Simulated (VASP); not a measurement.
# AlNi3: input slips in a relaxation and what they do, part 2 of 2

Some relaxations of AlNi3 get a fault in the input on purpose. Which of them show, and how? The starting structure is a cell with measured lattice constants from the literature and the atomic positions of a computed structure of the Materials Project. The first relaxation on each setting starts from this cell expanded by 3 % in volume.

VASP 6.6.1.

Results so far: reference 10.89 Å³ an atom; one electron too many 14.37 Å³ an atom.

## Step 4: Relaxation with a smearing far too wide

Level of this step: PBEsol, spin-polarised from a ferromagnetic start; plane waves and PAW (Ni, Al) (VASP).

A slip made on purpose: a smearing far too wide. Against step 2 the input has ISMEAR = 0 and SIGMA = 2 (also changed: NELM).

File INCAR:

```
SYSTEM = AlNi3
PREC = Accurate
ENCUT = 450
EDIFF = 1E-06
NELM = 60
ISMEAR = 0
SIGMA = 2
LREAL = .FALSE.
ALGO = Normal
GGA = PS
NBANDS = 26
ISPIN = 2
MAGMOM = 1 1 1 0
LASPH = .TRUE.
LMAXMIX = 4
LORBIT = 11
LWAVE = .FALSE.
LCHARG = .FALSE.
KPAR = 8
IBRION = 2
NSW = 50
ISIF = 3
EDIFFG = -0.006
```

File POSCAR:

```
AlNi3
1.0
    3.6038339811      0.0000000000      0.0000000000
    0.0000000000      3.6038339811      0.0000000000
    0.0000000000      0.0000000000      3.6038339811
Ni Al
3 1
Direct
    0.5000000000      0.5000000000      0.0000000000
    0.5000000000      0.0000000000      0.5000000000
    0.0000000000      0.5000000000      0.5000000000
    0.0000000000      0.0000000000      0.0000000000
```

File KPOINTS:

```
Automatic mesh
0
Gamma
10 10 10
0 0 0
```

PAW data sets: Ni and Al (PBE family, release 64).

On the command line:

```sh
$ mpirun -np 8 vasp_std
```

Log:

```text
[... set-up lines as in an earlier step ...]
 entering main loop
       N       E                     dE             d eps       ncg     rms          rms(c)
DAV:   1     0.174148836981E+03    0.17415E+03   -0.12964E+04  5928   0.145E+03
DAV:   2    -0.227508214584E+02   -0.19690E+03   -0.18523E+03  5838   0.289E+02
DAV:   3    -0.323275959049E+02   -0.95768E+01   -0.92471E+01  6572   0.846E+01
DAV:   4    -0.324834420801E+02   -0.15585E+00   -0.15564E+00  6988   0.993E+00
[...]
DAV:  13    -0.275777544263E+02   -0.11950E-05   -0.32451E-06  5294   0.198E-02    0.216E-02
DAV:  14    -0.275777528995E+02    0.15268E-05   -0.13952E-06  4034   0.139E-02    0.490E-03
DAV:  15    -0.275777526981E+02    0.20143E-06   -0.19123E-07  3188   0.504E-03
   1 F= -.27577753E+02 E0= -.24398411E+02  d E =-.275778E+02  mag=    -0.0001
[...]
N       E                     dE             d eps       ncg     rms          rms(c)
DAV:   1    -0.275918262556E+02   -0.14073E-01   -0.10920E-01  6076   0.499E+00    0.104E+00
[...]
DAV:   3    -0.275782035955E+02    0.13405E-01   -0.32913E-02  6718   0.323E+00    0.145E-01
DAV:   4    -0.275778673565E+02    0.33624E-03   -0.53047E-04  6252   0.167E-01    0.286E-02
DAV:   5    -0.275778610546E+02    0.63020E-05   -0.24198E-05  7204   0.485E-02    0.117E-02
DAV:   6    -0.275778608641E+02    0.19046E-06   -0.36098E-06  5814   0.147E-02
   2 F= -.27577861E+02 E0= -.24411484E+02  d E =-.108166E-03  mag=     0.0000
 trial-energy change:   -0.000108  1 .order   -0.000078   -0.000585    0.000428
 step:   0.6190(harm=  0.5773)  dis= 0.00000  next Energy=   -27.577941 (dE=-0.188E-03)
[...]
N       E                     dE             d eps       ncg     rms          rms(c)
DAV:   1    -0.275799749390E+02   -0.21139E-02   -0.15768E-02  6076   0.191E+00    0.397E-01
DAV:   2    -0.275799434028E+02    0.31536E-04   -0.16270E-02  6734   0.224E+00    0.340E-01
DAV:   3    -0.275779804853E+02    0.19629E-02   -0.48025E-03  6706   0.124E+00    0.561E-02
DAV:   4    -0.275779297541E+02    0.50731E-04   -0.81346E-05  6270   0.661E-02    0.961E-03
DAV:   5    -0.275779294012E+02    0.35287E-06   -0.36042E-06  5896   0.178E-02
   3 F= -.27577929E+02 E0= -.24406780E+02  d E =-.176703E-03  mag=     0.0000
[...]
reached required accuracy - stopping structural energy minimisation
```

It took 37 s on 8 MPI ranks of Intel Xeon Platinum 8488C (Sapphire Rapids), shared host; peak memory 1.9 GiB; 4.6 min of CPU time.

OUTCAR, selected parts (step 4):

```text
  Total        0.0119761      0.0119761      0.0119761      0.0000000     -0.0000000      0.0000000
  in kB        0.4111204      0.4111204      0.4111204      0.0000000     -0.0000000      0.0000000
  external PRESSURE =       0.4111204 kB  Pullay stress =       0.0000000 kB

 POSITION                                       TOTAL-FORCE (eV/Angst)
 -----------------------------------------------------------------------------------
      1.80021      1.80021      0.00000        -0.000000     -0.000000      0.000000
      1.80021      0.00000      1.80021        -0.000000      0.000000      0.000000
      0.00000      1.80021      1.80021         0.000000      0.000000      0.000000
      0.00000      0.00000      0.00000        -0.000000     -0.000000      0.000000
 -----------------------------------------------------------------------------------
    total drift:                                0.000000      0.000000      0.000000

  FREE ENERGIE OF THE ION-ELECTRON SYSTEM (eV)
  ---------------------------------------------------
  free  energy   TOTEN  =       -27.5779294012 eV

  energy  without entropy=      -21.2356298189  energy(sigma->0) =      -24.40677961

 magnetization (x)
# of ion       s       p       d       tot
------------------------------------------
    1        0.000  -0.000  -0.000  -0.000
    2        0.000  -0.000  -0.000  -0.000
    3        0.000  -0.000  -0.000  -0.000
    4        0.000   0.000   0.000   0.000
--------------------------------------------------
tot          0.000   0.000  -0.000  -0.000

[... 2 parts as in an earlier step ...]

[... 2 further parts left out ...]
[key lines of the parts left out:]
E-fermi :   9.6080
```

With a smearing far too wide the cell ends at 11.668 Å³ an atom, +7.12 % from the reference; the bulk modulus is 159.7 GPa against 205.5 GPa.

## Step 5: Relaxation with too few electronic steps

A slip made on purpose: too few electronic steps. Against step 2 the input has NELM = 4 (also changed: NSW).

INCAR: that of step 4 with these lines changed.

```diff
@@ -4,5 +4,5 @@
 EDIFF = 1E-06
-NELM = 60
-ISMEAR = 0
-SIGMA = 2
+NELM = 4
+ISMEAR = 1
+SIGMA = 0.15
 LREAL = .FALSE.
@@ -20,3 +20,3 @@
 IBRION = 2
-NSW = 50
+NSW = 30
 ISIF = 3
```

POSCAR is that of step 4.

KPOINTS is that of step 4.

On the command line:

```sh
$ mpirun -np 8 vasp_std
```

Log:

```text
[... set-up lines as in an earlier step ...]
 entering main loop
       N       E                     dE             d eps       ncg     rms          rms(c)
DAV:   1     0.176879630413E+03    0.17688E+03   -0.12964E+04  5928   0.145E+03
DAV:   2    -0.190901690415E+02   -0.19597E+03   -0.18282E+03  5838   0.287E+02
DAV:   3    -0.285430540928E+02   -0.94529E+01   -0.90037E+01  6572   0.839E+01
DAV:   4    -0.286980117469E+02   -0.15496E+00   -0.15474E+00  6988   0.990E+00
 -----------------------------------------------------------------------------
|                                                                             |
|           W    W    AA    RRRRR   N    N  II  N    N   GGGG   !!!           |
|           W    W   A  A   R    R  NN   N  II  NN   N  G    G  !!!           |
|           W    W  A    A  R    R  N N  N  II  N N  N  G       !!!           |
|           W WW W  AAAAAA  RRRRR   N  N N  II  N  N N  G  GGG   !            |
|           WW  WW  A    A  R   R   N   NN  II  N   NN  G    G                |
|           W    W  A    A  R    R  N    N  II  N    N   GGGG   !!!           |
[...]
|     E        R    R   R    R   O     O  R    R      ###     ###     ###     |
|     EEEEEEE  R     R  R     R  OOOOOOO  R     R     ###     ###     ###     |
|                                                                             |
|     Orbital orthonormalization failed in the inversion of matrix            |
|     LAPACK: Routine ZPOTRF failed! kpoint: 1 spin: 1                        |
|                                                                             |
|     Possible solutions for this issue are:                                  |
|     - Please check whether the atoms are too close to each other.           |
|     - Decreasing POTIM might help during relaxations or MDs.                |
|     - Deleting CHGCAR or WAVECAR if incompatible with the structure.        |
|     - Try calculating without symmetrizing (ISYM = 0 or ISYM = -1).         |
|     - As last resort: using a different PAW for some of the atoms.          |
|                                                                             |
|       ---->  I REFUSE TO CONTINUE WITH THIS SICK JOB ... BYE!!! <----       |
|                                                                             |
 -----------------------------------------------------------------------------

1
1
1
1
1
1
1
1
```

The job ended after 13 s (8 MPI ranks).

VASP stopped with this message: “Orbital orthonormalization failed in the inversion of matrix LAPACK: Routine ZPOTRF failed! kpoint: 1 spin: 1”.

## Step 6: Relaxation with a k mesh far too coarse

A slip made on purpose: a k mesh far too coarse. Against step 2 the input has a 2×2×2 mesh (also changed: NELM, NCORE and KPAR).

INCAR: that of step 5 with these lines changed.

```diff
@@ -4,3 +4,3 @@
 EDIFF = 1E-06
-NELM = 4
+NELM = 60
 ISMEAR = 1
@@ -18,5 +18,5 @@
 LCHARG = .FALSE.
-KPAR = 8
+NCORE = 8
 IBRION = 2
-NSW = 30
+NSW = 50
 ISIF = 3
```

POSCAR is that of step 5.

File KPOINTS:

```
Automatic mesh
0
Gamma
2 2 2
0 0 0
```

On the command line:

```sh
$ mpirun -np 8 vasp_std
```

Log:

```text
[banner, memory and clock lines left out]
running    8 mpi-ranks, on    1 nodes
[...]
[... a notice as in an earlier step ...]

 [... a notice as in an earlier step ...]

 LDA part: xc-table for (Slater+PW92), standard interpolation
 POSCAR, INCAR and KPOINTS ok, starting setup
[...]
entering main loop
       N       E                     dE             d eps       ncg     rms          rms(c)
DAV:   1     0.184101662968E+03    0.18410E+03   -0.13290E+04   416   0.147E+03
DAV:   2    -0.183122469070E+02   -0.20241E+03   -0.18970E+03   416   0.294E+02
DAV:   3    -0.291339464165E+02   -0.10822E+02   -0.10034E+02   494   0.877E+01
DAV:   4    -0.293132155719E+02   -0.17927E+00   -0.17907E+00   496   0.108E+01
[...]
DAV:  14    -0.243710284958E+02    0.44945E-04   -0.69401E-05   516   0.130E-01    0.189E-02
DAV:  15    -0.243710307008E+02   -0.22050E-05   -0.57653E-06   466   0.256E-02    0.664E-03
DAV:  16    -0.243710308046E+02   -0.10376E-06   -0.73428E-07   276   0.106E-02
   1 F= -.24371031E+02 E0= -.24373613E+02  d E =-.243710E+02  mag=     1.2473
[... from here on, the cycles between the ionic steps are left out ...]
   2 F= -.24390984E+02 E0= -.24394543E+02  d E =-.199529E-01  mag=     1.2146
   3 F= -.24511854E+02 E0= -.24515695E+02  d E =-.140823E+00  mag=     1.2245
   4 F= -.24511873E+02 E0= -.24515706E+02  d E =-.140843E+00  mag=     1.2240
   5 F= -.24511832E+02 E0= -.24515677E+02  d E =0.409763E-04  mag=     1.2251
   6 F= -.24511880E+02 E0= -.24515716E+02  d E =-.656083E-05  mag=     1.2243
[...]
reached required accuracy - stopping structural energy minimisation
```

The job ended after 23 s (8 MPI ranks; peak memory 0.9 GiB).

From OUTCAR (step 6):

```text
  Total        0.0199260      0.0199260      0.0199260      0.0000000      0.0000000     -0.0000000
  in kB        0.7346109      0.7346109      0.7346109      0.0000000      0.0000000     -0.0000000
  external PRESSURE =       0.7346109 kB  Pullay stress =       0.0000000 kB

 POSITION                                       TOTAL-FORCE (eV/Angst)
 -----------------------------------------------------------------------------------
      1.75790      1.75790      3.51580         0.000000      0.000000      0.000000
      1.75790     -0.00000      1.75790         0.000000     -0.000000      0.000000
      0.00000      1.75790      1.75790        -0.000000     -0.000000      0.000000
      0.00000      0.00000      0.00000         0.000000      0.000000      0.000000
 -----------------------------------------------------------------------------------
    total drift:                                0.000000     -0.000000      0.000000

  FREE ENERGIE OF THE ION-ELECTRON SYSTEM (eV)
  ---------------------------------------------------
  free  energy   TOTEN  =       -24.5118800183 eV

  energy  without entropy=      -24.5233869083  energy(sigma->0) =      -24.51571565

 magnetization (x)
# of ion       s       p       d       tot
------------------------------------------
    1       -0.006  -0.011   0.443   0.426
    2       -0.006  -0.011   0.443   0.426
    3       -0.006  -0.011   0.443   0.426
    4       -0.002  -0.007   0.000  -0.009
--------------------------------------------------
tot         -0.020  -0.040   1.329   1.269

[... 1 part as in an earlier step ...]

[... 3 further parts left out ...]
[key lines of the parts left out:]
E-fermi :   9.6465
```

With a k mesh far too coarse the cell ends at 10.865 Å³ an atom, -0.26 % from the reference; the bulk modulus is 196.1 GPa against 205.5 GPa.

## Step 7: Relaxation with spin polarisation switched off

A slip made on purpose: spin polarisation switched off. Against step 2 the input has no ISPIN and no MAGMOM (also changed: NBANDS and LMAXMIX). This run starts from the cell of an earlier relaxation, which isn't shown; the restart sets up the plane waves anew.

File INCAR:

```
SYSTEM = AlNi3
PREC = Accurate
ENCUT = 450
EDIFF = 1E-06
NELM = 100
ISMEAR = 1
SIGMA = 0.15
LREAL = .FALSE.
ALGO = Normal
GGA = PS
NBANDS = 22
LASPH = .TRUE.
LORBIT = 11
LWAVE = .FALSE.
LCHARG = .FALSE.
KPAR = 8
IBRION = 2
NSW = 50
ISIF = 3
EDIFFG = -0.006
```

File POSCAR:

```
AlNi3
1.0
    3.5169634352      0.0000000000      0.0000000000
    0.0000000000      3.5169634352      0.0000000000
    0.0000000000      0.0000000000      3.5169634352
Ni Al
3 1
Direct
    0.5000000000      0.5000000000      0.0000000000
    0.5000000000      0.0000000000      0.5000000000
    0.0000000000      0.5000000000      0.5000000000
    0.0000000000      0.0000000000      0.0000000000
```

File KPOINTS:

```
Automatic mesh
0
Gamma
10 10 10
0 0 0
```

On the command line:

```sh
$ mpirun -np 8 vasp_std
```

Log:

```text
[... set-up lines as in an earlier step ...]
 entering main loop
       N       E                     dE             d eps       ncg     rms          rms(c)
DAV:   1     0.176955029405E+03    0.17696E+03   -0.13057E+04  2480   0.172E+03
DAV:   2    -0.208484933427E+02   -0.19780E+03   -0.18811E+03  2464   0.329E+02
DAV:   3    -0.290757491332E+02   -0.82273E+01   -0.78618E+01  2844   0.939E+01
DAV:   4    -0.292022111162E+02   -0.12646E+00   -0.12630E+00  3030   0.103E+01
[...]
DAV:  12    -0.242790590075E+02   -0.97673E-06   -0.11176E-05  2832   0.340E-02    0.199E-02
DAV:  13    -0.242790550380E+02    0.39695E-05   -0.29430E-06  2606   0.184E-02    0.363E-03
DAV:  14    -0.242790551862E+02   -0.14824E-06   -0.31484E-07  1310   0.620E-03
   1 F= -.24279055E+02 E0= -.24276700E+02  d E =-.242791E+02
[...]
reached required accuracy - stopping structural energy minimisation
```

Wall time 6 s (8 MPI ranks); peak memory 1.3 GiB; 37 s of CPU time.

Parts of OUTCAR (step 7):

```text
  Total        0.0199872      0.0199872      0.0199872      0.0000000     -0.0000000      0.0000000
  in kB        0.7361367      0.7361367      0.7361367      0.0000000     -0.0000000      0.0000000
  external PRESSURE =       0.7361367 kB  Pullay stress =       0.0000000 kB

 POSITION                                       TOTAL-FORCE (eV/Angst)
 -----------------------------------------------------------------------------------
      1.75848      1.75848      0.00000         0.000000      0.000000      0.000000
      1.75848      0.00000      1.75848         0.000000      0.000000      0.000000
      0.00000      1.75848      1.75848         0.000000      0.000000      0.000000
      0.00000      0.00000      0.00000         0.000000      0.000000      0.000000
 -----------------------------------------------------------------------------------
    total drift:                                0.000000     -0.000000     -0.000000

  FREE ENERGIE OF THE ION-ELECTRON SYSTEM (eV)
  ---------------------------------------------------
  free  energy   TOTEN  =       -24.2790551862 eV

  energy  without entropy=      -24.2719891432  energy(sigma->0) =      -24.27669984

[... 1 part as in an earlier step ...]

[... 3 further parts left out ...]
[key lines of the parts left out:]
E-fermi :   9.7946
```

With spin polarisation switched off the cell ends at 10.875 Å³ an atom, -0.16 % from the reference; the bulk modulus is 203.7 GPa against 205.5 GPa.

## Step 8: All runs side by side

```csv
run,ended,volume (Å³/atom),change (%),bulk modulus (GPa),pressure left (GPa),core minutes
reference,converged,10.893,-,205.5,0.01,19.7
one electron too many,converged,14.369,31.91,-,0.02,13.1
a smearing far too wide,converged,11.668,7.12,159.7,0.04,4.93
too few electronic steps,stopped by VASP,-,-,-,-,1.68
a k mesh far too coarse,converged,10.865,-0.26,196.1,0.07,3.07
spin polarisation switched off,converged,10.875,-0.16,203.7,0.07,4.4
```

Core minutes are wall time times ranks, summed over the relaxations behind a row (those for a bulk modulus apart), on shared hosts.

## Step 9: What came out

| Quantity | Value |
| --- | --- |
| volume of the reference | 10.89 Å³/atom |
| volume against the reference, one electron too many | +31.91 % |
| volume against the reference, a smearing far too wide | +7.12 % |
| volume against the reference, a k mesh far too coarse | -0.26 % |
| volume against the reference, spin polarisation switched off | -0.16 % |
| run with too few electronic steps | stopped by VASP |

What this shows: VASP stopped by itself in the run with too few electronic steps. Finished, but with signs in the output that stand out against the reference: one electron too many, with the volume changed by +31.9 % (signs: a warning on the charge density, a largest site moment of 0.00 μB against 0.25 μB and 32.8 GPa at the first ionic step (of the first relaxations, not shown; reference: -12.2 GPa)); a smearing far too wide, with the volume changed by +7.1 % (signs: a largest site moment of 0.00 μB against 0.25 μB, -0.4 GPa at the first ionic step (of the first relaxations, not shown; reference: -12.2 GPa) and a large entropy term in the energy); a k mesh far too coarse, with the volume changed by -0.3 % (signs: a largest site moment of 0.43 μB against 0.25 μB); spin polarisation switched off, with the volume changed by -0.2 % (signs: no moments, where the reference has up to 0.25 μB). The reference was restarted once and some of the runs with a slip weren't, so their cells may not have settled fully. Further runs on this material are not shown.

[Lines on the potential files, build, host, timing and source positions are cut from VASP's logs without a mark.]

[Logs are printed without paths, hosts, clocks, repeated set-up lines and the standing remarks that a program may print on its own settings, such as how far it seeks lower states.]

[Hosts, paths, dates, database ids (printed as entryN), source tags and the programs' standing remarks are cut or masked in the printed files.]
